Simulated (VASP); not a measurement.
Data:

```xyz
2
Lattice="0.0000 3.1622 3.1622 3.1622 0.0000 3.1622 3.1622 3.1622 0.0000" Properties=species:S:1:pos:R:3 pbc="T T T"
Ba     0.0000     0.0000     0.0000
S      3.1622     3.1622     3.1622
```

Calculation: PBE0 hybrid, VASP's PBE PAW potentials (set 64) (plane waves; VASP 6.6.1). Numerical set-up: 520 eV cut-off, 6×6×6 Γ-centred mesh, Gaussian smearing of 0.050 eV, potentials Ba_sv S.

Unless said otherwise, spin-orbit coupling is left out, though it shifts the bands of the heavy elements here.

Problem. Estimate the energy per atom (σ→0), pressure, band gap (on the k-mesh) with the smallest direct gap where there is one.

Solution. 
The band gap (on the k-mesh) is 3.65 eV, the smallest direct gap (on the k-mesh) is 3.80 eV and the energy per atom (σ→0) is -6.043 eV/atom. The pressure is 2.50 GPa.

The absolute energy has meaning only against runs of the same code, potentials and settings.

The compound is BaS in the rock salt structure. This cell is one point of a volume scan, at 0.94 of the reference volume. The cell's shape comes from a PBE relaxation.
